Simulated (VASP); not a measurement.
All values below come from PW91 GGA, VASP's PBE PAW potentials (set 64) (plane waves; VASP).

The input files of a VASP run:

### POSCAR
```
PtS2
1.0
  1.8079875228  -3.1315263225   0.0000000000
  1.8079875228   3.1315263225   0.0000000000
  0.0000000000   0.0000000000   6.6080434507
Pt S
1 2
Cart
  0.0000000000   0.0000000000   0.0000000000
  1.8079875228   1.0438441952   1.2418766868
  1.8079875228  -1.0438441952   5.3661667639
```

INCAR:
```
# general
SYSTEM  = PtS2
PREC    = Accurate
ENCUT   = 520
LREAL   = F
LASPH   = T

# electronic loop
EDIFF   = 1E-7
NELM    = 100
ALGO    = Normal
LMAXMIX = 6

# smearing
ISMEAR  = 0
SIGMA   = 0.05

# functional
GGA     = 91

# ions
IBRION  = 2
NSW     = 30
ISIF    = 4
EDIFFG  = -0.01

# output
LWAVE   = F
LCHARG  = F
```

### KPOINTS
```
Automatic mesh
0
Gamma
7 7 4
0 0 0
```

POTCAR, in this order: Pt S (PBE.64 set). Program: vasp_std.

Without a dispersion term in the relaxation, distances and binding between the weakly bound layers, chains or molecules are unreliable, and so is what depends on them.

### Question
What does the run give for the energy per atom (σ→0)?

### Answer

```yaml
energy per atom (σ→0): -5.161 eV/atom
```

**OSZICAR**
```
...
DAV:   3    -0.154835094370E+02    0.21586E-03   -0.52761E-04  1022   0.192E-01    0.508E-02
DAV:   4    -0.154834290941E+02    0.80343E-04   -0.20517E-04  1092   0.939E-02    0.284E-02
DAV:   5    -0.154834244803E+02    0.46138E-05   -0.21473E-05  1064   0.322E-02    0.866E-03
DAV:   6    -0.154834247327E+02   -0.25242E-06   -0.23875E-06   952   0.129E-02    0.424E-03
DAV:   7    -0.154834249364E+02   -0.20368E-06   -0.81586E-07   847   0.798E-03    0.212E-03
DAV:   8    -0.154834250553E+02   -0.11889E-06   -0.22838E-07   726   0.457E-03    0.840E-04
DAV:   9    -0.154834250756E+02   -0.20308E-07   -0.48862E-08   813   0.206E-03
   6 F= -.15483425E+02 E0= -.15483425E+02  d E =-.118310E-02
```

The compound is PtS2 in the 1T layered structure. This cell is one point of a volume scan, at 1.03 of the reference volume. Symmetry was kept, so distortions that lower it aren't found.
